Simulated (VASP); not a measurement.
All values below come from PBE GGA, VASP's PBE PAW potentials (set 64) (plane waves; VASP).

The input files of a VASP run:

File KPOINTS:
```
Automatic
0
G
5 5 4
```

### INCAR
```
ALGO = Normal
EDIFF = 1E-2
ENCUT = 400
GGA = PE
ISIF = 2
ISMEAR = 0
LASPH = .TRUE.
LCHARG = .FALSE.
LMAXMIX = 4
LREAL = .FALSE.
LWAVE = .FALSE.
NELM = 100
PREC = Accurate
SIGMA = 0.05
SYSTEM = Se
```

**POSCAR**
```
Se
1
    2.2287000000    -3.8602220000     0.0000000000
    2.2287000000     3.8602220000     0.0000000000
    0.0000000000     0.0000000000     5.0490000000
Se
3
Direct
  0.0000000000   0.2250000000   0.6666670000
  0.7750000000   0.7750000000   0.0000000000
  0.2250000000   0.0000000000   0.3333330000
```

POTCAR, in this order: Se (PBE.64 set). Program: vasp_std.

Output

OSZICAR:
```
       N       E                     dE             d eps       ncg     rms          rms(c)
DAV:   1     0.785450030853E+02    0.78545E+02   -0.63747E+03   442   0.931E+02
DAV:   2    -0.494300880566E+01   -0.83488E+02   -0.79552E+02   562   0.163E+02
DAV:   3    -0.105320876997E+02   -0.55891E+01   -0.55514E+01   517   0.495E+01
DAV:   4    -0.105877761418E+02   -0.55688E-01   -0.55618E-01   497   0.578E+00
DAV:   5    -0.105882311543E+02   -0.45501E-03   -0.45493E-03   421   0.555E-01    0.640E+00
DAV:   6    -0.105267945552E+02    0.61437E-01   -0.40469E-02   462   0.147E+00    0.394E+00
DAV:   7    -0.105061972722E+02    0.20597E-01   -0.78772E-02   452   0.204E+00    0.194E-01
DAV:   8    -0.105055962770E+02    0.60100E-03   -0.94456E-03   236   0.701E-01
   1 F= -.10505596E+02 E0= -.10505596E+02  d E =-.924292E-16
```

File OUTCAR:
```
------------------------ aborting loop because EDIFF is reached ----------------------------------------
  FORCE on cell =-STRESS in cart. coord.  units (eV):
  Direction    XX          YY          ZZ          XY          YZ          ZX
  --------------------------------------------------------------------------------------
  Total       -0.1897368     -0.1897368     -0.1827566      0.0000000      0.0000000      0.0000000
  in kB       -3.4991526     -3.4991532     -3.3704226      0.0000000      0.0000000      0.0000000
  external PRESSURE =      -3.4562428 kB  Pullay stress =       0.0000000 kB
  volume of cell :       86.88
      direct lattice vectors                 reciprocal lattice vectors
     2.228700000 -3.860222000  0.000000000     0.224346031 -0.129526229  0.000000000
     2.228700000  3.860222000  0.000000000     0.224346031  0.129526229  0.000000000
     0.000000000  0.000000000  5.049000000     0.000000000  0.000000000  0.198059022
 POSITION                                       TOTAL-FORCE (eV/Angst)
 -----------------------------------------------------------------------------------
      0.50146      0.86855      3.36600        -0.084435     -0.146246      0.000000
      3.45448      0.00000      0.00000         0.168871      0.000000      0.000000
      0.50146     -0.86855      1.68300        -0.084435      0.146246     -0.000000
 -----------------------------------------------------------------------------------
    total drift:                               -0.000190     -0.000439      0.000008
  FREE ENERGIE OF THE ION-ELECTRON SYSTEM (eV)
  ---------------------------------------------------
  free  energy   TOTEN  =       -10.5055962770 eV

  energy  without entropy=      -10.5055962770  energy(sigma->0) =      -10.50559628
```
(Selected blocks of OUTCAR.)

### OUTCAR
```
 val. band max:        2.0344730414   @ k =   0.4000   0.2000   0.5000

 cond. band min:       3.3139297190   @ k =   0.4000   0.2000   0.5000


 Fermi energy:         2.3107816574

 k-point     1 :       0.0000    0.0000    0.0000
  band No.  band energies     occupation
      1     -13.3012      2.00000
      2      -9.5045      2.00000
      3      -9.5045      2.00000
      4      -1.5900      2.00000
      5      -1.5900      2.00000
      6      -1.4057      2.00000
      7       0.2443      2.00000
      8       0.2443      2.00000
      9       1.7349      2.00000
     10       3.8845      0.00000
     11       3.8845      0.00000
     12       4.2257      0.00000
     13       8.1068      0.00000

 k-point     2 :       0.2000   -0.0000    0.0000
  band No.  band energies     occupation
      1     -13.1696      2.00000
      2      -9.6291      2.00000
      3      -9.4974      2.00000
      4      -2.2642      2.00000
      5      -1.9334      2.00000
      6      -1.2744      2.00000
      7       0.2485      2.00000
      8       0.5793      2.00000
      9       1.4833      2.00000
     10       3.8604      0.00000
     11       3.9263      0.00000
     12       4.5688      0.00000
     13       8.2685      0.00000

 k-point     3 :       0.4000    0.0000    0.0000
  band No.  band energies     occupation
      1     -12.9228      2.00000
      2      -9.8876      2.00000
      3      -9.4847      2.00000
      4      -2.6708      2.00000
      5      -2.2938      2.00000
      6      -1.2098      2.00000
      7      -0.3425      2.00000
      8       0.4513      2.00000
      9       1.2144      2.00000
     10       3.9635      0.00000
     11       4.2854      0.00000
     12       5.6313      0.00000
     13       7.6497      0.00000

 k-point     4 :       0.2000    0.2000    0.0000
  band No.  band energies     occupation
      1     -12.9753      2.00000
      2      -9.7739      2.00000
      3      -9.5479      2.00000
...
```

The compound is Se in the trig structure. The cell was not relaxed at this level. The run is one of a series of settings (EDIFF = 1E-2 against the base run), some of them coarse on purpose.
